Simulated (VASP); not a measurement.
# Mg2ZnTeS2 in VASP: a series of runs, part 2 of 2

VASP 6.6.1. Earlier steps stand in the parts before.

### Step 3. Relaxation of cell and atoms, PBE

This run uses another cell than the first one, of 24.54 Å³/atom, 1.068 times its volume.

INCAR reads:

```
SYSTEM = Mg2ZnTeS2
ALGO = Fast
EDIFF = 1E-4
EDIFFG = -0.08
ENCUT = 520
GGA = PE
IBRION = 2
ISIF = 3
ISMEAR = 0
LASPH = .True.
LCHARG = .False.
LREAL = .False.
LWAVE = .False.
NELM = 60
NSW = 24
PREC = Normal
SIGMA = 0.15
```

KPOINTS reads:

```
k-points
0
Gamma
  4 4 2
  0 0 0
```

POSCAR reads:

```
Mg2ZnTeS2
1.0
    4.2739908700      0.0000000000      0.0000000000
   -2.1369954400      3.7013846700      0.0000000000
    0.0000000000      0.0000000000      9.3082152300
Mg Zn Te S
2 1 1 2
Direct
    0.3333333300      0.6666666700      0.5000000000
    0.6666666700      0.3333333300      0.5000000000
    0.0000000000      0.0000000000      0.0000000000
    0.0000000000      0.0000000000      0.5000000000
    0.0000000000      0.0000000000      0.8033297200
    0.0000000000      0.0000000000      0.1966702800
```

Potentials or basis: VASP PAW PBE potentials, release 64 (Mg, Zn, Te, S).

Run with:

```bash
$ cat potpaw_PBE.64/Mg/POTCAR potpaw_PBE.64/Zn/POTCAR potpaw_PBE.64/Te/POTCAR potpaw_PBE.64/S/POTCAR > POTCAR
$ mpirun -np 1 vasp_std > vasp.out
```

OUTCAR:

```text
SYSTEM = Mg2ZnTeS2
   EDIFF = 1E-4
   EDIFFG = -0.08
   ENCUT = 520
   GGA = PE
   IBRION = 2
   ISIF = 3
   ISMEAR = 0
   LASPH = .True.
   LREAL = .False.
   NELM = 60
   NSW = 24
   PREC = Normal

 ion  position               nearest neighbor table
   1  0.333  0.667  0.500-   2 2.47   2 2.47   4 2.47   4 2.47   4 2.47   2 2.47
   2  0.667  0.333  0.500-   1 2.47   1 2.47   4 2.47   4 2.47   4 2.47   1 2.47
   3  0.000  0.000  0.000-   5 1.83   6 1.83
   4  0.000  0.000  0.500-   1 2.47   2 2.47   2 2.47   1 2.47   2 2.47   1 2.47   5 2.82   6 2.82

   5  0.000  0.000  0.803-   3 1.83   4 2.82
   6  0.000  0.000  0.197-   3 1.83   4 2.82

  LATTYP: Found a hexagonal cell.
 ALAT       =     4.2739908700
 C/A-ratio  =     2.1778743832

  Lattice vectors:

 A1 = (   4.2739908700,   0.0000000000,   0.0000000000)
 A2 = (  -2.1369954400,   3.7013846700,   0.0000000000)
 A3 = (   0.0000000000,   0.0000000000,   9.3082152300)

Analysis of symmetry for initial positions (statically):
=====================================================================
 Subroutine PRICEL returns:
 Original cell was already a primitive cell.

 Routine SETGRP: Setting up the symmetry group for a
 hexagonal supercell.

 Subroutine GETGRP returns: Found 24 space group operations
 (whereof 24 operations were pure point group operations)
 out of a pool of 24 trial point group operations.

The static configuration has the point symmetry D_6h.

Analysis of symmetry for dynamics (positions and initial velocities):
=====================================================================
 Subroutine PRICEL returns:
 Original cell was already a primitive cell.

 Routine SETGRP: Setting up the symmetry group for a
 hexagonal supercell.

 Subroutine GETGRP returns: Found 24 space group operations
 (whereof 24 operations were pure point group operations)
 out of a pool of 24 trial point group operations.

The dynamic configuration has the point symmetry D_6h.

 Subroutine INISYM returns: Found 24 space group operations
 (whereof 24 operations are pure point group operations),
 and found     1 'primitive' translations

----------------------------------------------------------------------------------------

                                     Primitive cell

  volume of cell :     147.2530

  direct lattice vectors                    reciprocal lattice vectors
     4.273990870  0.000000000  0.000000000     0.233973359  0.135084582  0.000000000
    -2.136995440  3.701384670  0.000000000     0.000000000  0.270169163  0.000000000
     0.000000000  0.000000000  9.308215230     0.000000000  0.000000000  0.107431981

  length of vectors
     4.273990870  4.273990873  9.308215230     0.270169164  0.270169163  0.107431981

  position of ions in fractional coordinates (direct lattice)
     0.333333330  0.666666670  0.500000000
     0.666666670  0.333333330  0.500000000
     0.000000000  0.000000000  0.000000000
     0.000000000  0.000000000  0.500000000
     0.000000000  0.000000000  0.803329720
     0.000000000  0.000000000  0.196670280

  ion indices of the primitive-cell ions
   primitive index   ion index
                 1           1
                 2           2
                 3           3
                 4           4
                 5           5
[... 45 lines left out ...]
   NGXF,Y,Z  is equivalent  to a cutoff of  18.67, 18.67, 19.29 a.u.
 SYSTEM =  Mg2ZnTeS2
   PREC   = normal    normal or accurate (medium, high low for compatibility)
   ISTART =      0    job   : 0-new  1-cont  2-samecut
   ICHARG =      2    charge: 1-file 2-atom 10-const
   ISPIN  =      1    spin polarized calculation?
   LNONCOLLINEAR =      F non collinear calculations
   LSORBIT =      F    spin-orbit coupling
   LASPH  =      T    aspherical Exc in radial PAW
   ENCUT  =  520.0 eV  38.22 Ry    6.18 a.u.   7.95  7.95 17.31*2*pi/ulx,y,z
   NELM   =     60;   NELMIN=  2; NELMDL= -5     # of ELM steps
   EDIFF  = 0.1E-03   stopping-criterion for ELM
   LREAL  =      F    real-space projection
   EDIFFG = -.8E-01   stopping-criterion for IOM
   NSW    =     24    number of steps for IOM
   IBRION =      2    ionic relax: 0-MD 1-quasi-New 2-CG
   NFREE  =      1    steps in history (QN), initial steepest desc. (CG)
   ISIF   =      3    stress and relaxation
   ISYM   =      2    0-nonsym 1-usesym 2-fastsym
   POTIM  = 0.5000    time-step for ionic-motion
   TEBEG  =    0.0;   TEEND  =   0.0 temperature during run
   PSTRESS=    0.0 pullay stress
   NELECT =      34.0000    total number of electrons
   NUPDOWN=      -1.0000    fix difference up-down
   EMIN   =  10.00;   EMAX   =-10.00  energy-range for DOS
   EFERMI =   0.00;   METHOD = LEGACY
   ISMEAR =     0;   SIGMA  =   0.15  broadening in eV -4-tet -1-fermi 0-gaus
   EFERMI_NEDOS =   21; number of points for ismear=-14 and -15
   IALGO  =     68    algorithm
   IMIX   =      4    mixing-type and parameters
     AMIX     =   0.40;   BMIX     =  1.00
     AMIX_MAG =   1.60;   BMIX_MAG =  1.00
  volume/ion in A,a.u.               =      24.54       165.62
  Fermi-wavevector in a.u.,A,eV,Ry     =   1.004338  1.897923 13.724116  1.008694
  Thomas-Fermi vector in A             =   2.136947
   LORBIT       =      0    0 simple, 1 ext, 2 COOP (PROOUT), +10 PAW based schemes
   GGA     = PE    functional components
   LHFCALC =     F    Hartree Fock is set to
   AEXX    =    0.0000 exact exchange contribution
   IVDW    =     0    specifies the selected vdW correction
   LEPSILON=     F    determine dielectric tensor
   LRPA    =     F    only Hartree local field effects (RPA)
 conjugate gradient relaxation of ions
 non-spin polarized calculation
 RMM-DIIS sequential band-by-band and
 Gauss-broadening in eV      SIGMA  =   0.15
  energy-cutoff  :      520.00
  volume of cell :      147.25
 maximum number of plane-waves:      3980
   NGX = 15   NGY = 15   NGZ = 35

--------------------------------------- Ionic step        1  -------------------------------------------

 number of electron      34.0000068 magnetization

 Free energy of the ion-electron system (eV)
  ---------------------------------------------------
  ext. energy  EPLUGINS =         0.00000000
  ---------------------------------------------------
  free energy    TOTEN  =        -7.67928286 eV

  energy without entropy =       -7.64325279  energy(sigma->0) =       -7.66126782

------------------------ aborting loop because EDIFF is reached ----------------------------------------

  FORCE on cell =-STRESS in cart. coord.  units (eV):
  Direction    XX          YY          ZZ          XY          YZ          ZX
  --------------------------------------------------------------------------------------
  -------------------------------------------------------------------------------------
  Total       27.0886086     27.0886086     29.1647500     -0.0000000     -0.0000000      0.0000000
  in kB      294.7359095    294.7359097    317.3252361     -0.0000004     -0.0000000      0.0000000
  external PRESSURE =     302.2656851 kB  Pullay stress =       0.0000000 kB
[... 101 lines left out ...]
  FREE ENERGIE OF THE ION-ELECTRON SYSTEM (eV)
  ---------------------------------------------------
  free  energy   TOTEN  =        -1.4638456010 eV

  energy  without entropy=       -1.4414052223  energy(sigma->0) =       -1.45262541

 E-fermi :  -0.1792     XC(G=0):  -6.6157

 val. band max:       -0.2363357070   @ k =   0.2500   0.0000   0.5000
 cond. band min:      -0.1770837862   @ k =   0.0000   0.0000   0.5000
 fundamental gap:      0.0592519208
 Fermi energy:        -0.1792436404

 k-point     1 :       0.0000    0.0000    0.0000
  band No.  band energies     occupation
      1     -13.1338      2.00000
      2     -10.9172      2.00000
      3     -10.6701      2.00000
      4      -6.3968      2.00000
      5      -6.3968      2.00000
      6      -6.3667      2.00000
[... 181 lines left out ...]
     20       1.8496      0.00000
     21       2.7307      0.00000

[... ionic steps 4 to 14 ...]

--------------------------------------- Ionic step       15  -------------------------------------------

 number of electron      33.9999953 magnetization

------------------------ aborting loop because EDIFF is reached ----------------------------------------
[... 75 lines left out ...]
--------------------------------------- Ionic step       17  -------------------------------------------

 number of electron      33.9999990 magnetization

 Free energy of the ion-electron system (eV)
  ---------------------------------------------------
  ext. energy  EPLUGINS =         0.00000000
  ---------------------------------------------------
  free energy    TOTEN  =       -14.09778284 eV

  energy without entropy =      -14.05635250  energy(sigma->0) =      -14.07706767

 E-fermi :   0.3146     XC(G=0):  -6.7399

 val. band max:        0.3092440763   @ k =   0.2500   0.2500   0.5000
 cond. band min:       0.4912535574   @ k =   0.2500   0.2500   0.0000
 fundamental gap:      0.1820094810
 Fermi energy:         0.3146462898

 k-point     1 :       0.0000    0.0000    0.0000
  band No.  band energies     occupation
      1     -12.9011      2.00000
      2     -11.0754      2.00000
      3     -10.6087      2.00000
      4      -6.1019      2.00000
      5      -6.0733      2.00000
      6      -6.0731      2.00000
[... 214 lines left out ...]
  FREE ENERGIE OF THE ION-ELECTRON SYSTEM (eV)
  ---------------------------------------------------
  free  energy   TOTEN  =       -14.0977828405 eV

  energy  without entropy=      -14.0563525001  energy(sigma->0) =      -14.07706767

 reached required accuracy - stopping structural energy minimisation
```

Wall time 2.1 min (1 thread of Intel Xeon 6975P-C (Granite Rapids), shared host); peak memory 0.21 GiB.

Results:

```yaml
Free_energy: -14.0978 eV
Relaxed_volume: 38.00 Å³/atom
Relaxed_cell: a = 5.223 Å, b = 5.223 Å, c = 9.651 Å, α = 90.00°, β = 90.00°, γ = 120.00°
Space_group_after_relaxing_to_0.05_Å: P6/mmm (No. 191)
Energy_gained_by_relaxing: 1069.7 meV/atom
Ionic_steps: 17
Pressure_after_relaxing: 0.0 GPa
Largest_force_after_relaxing: 0.003 eV/Å
Band_gap_on_the_k_mesh: none (metal or under the smearing width)
```

Forces in eV/Å, atoms in the order of the input:
```
Mg   0.000  0.000  0.000
Mg   0.000  0.000  0.000
Zn   0.000  0.000  0.000
Te   0.000  0.000  0.000
S    0.000  0.000 -0.003
S    0.000  0.000  0.003
```

The path:
```tsv
step	energy change (eV)	largest force (eV/Å)	pressure (GPa)	volume (Å³)
1	0.0000	8.3457	30.23	147.25
2	-4.4429	0.2832	-3.39	269.59
3	6.2154	1.7595	2.67	208.45
4	0.0308	0.7806	2.14	217.10
5	-5.0171	0.5392	-2.28	242.40
6	-5.2938	0.6001	-0.66	223.58
7	-5.3257	0.5882	-0.39	219.97
8	-6.3365	0.6696	-0.84	233.33
9	-6.3594	0.6480	-0.76	235.16
10	-6.3615	0.6554	-0.76	235.81
11	-6.4101	0.2754	-0.21	229.03
12	-6.4033	0.1221	0.55	223.95
13	-6.4124	0.1224	0.22	226.82
14	-6.4125	0.1257	0.24	227.05
15	-6.4120	0.2018	0.12	228.04
16	-6.4125	0.1647	0.26	227.40
17	-6.4185	0.0031	0.00	228.02
```

Final structure:
```
Mg Zn Te S
1.0
     5.22310    0.00000    0.00000
    -2.61155    4.52334    0.00000
     0.00000    0.00000    9.65125
Mg Zn Te S
2 1 1 2
Direct
  0.33333 0.66667 0.50000
  0.66667 0.33333 0.50000
  0.00000 0.00000 0.00000
  0.00000 0.00000 0.50000
  0.00000 0.00000 0.77533
  0.00000 0.00000 0.22467
```

Caveat: the k mesh is coarse (spacing up to 0.42 Å⁻¹), so the values aren't converged; the volume moved by over 15 % at a fixed basis, so the end points are rough; the relaxation stopped at a loose force limit of 0.08 eV/Å, so its end isn't a converged minimum.
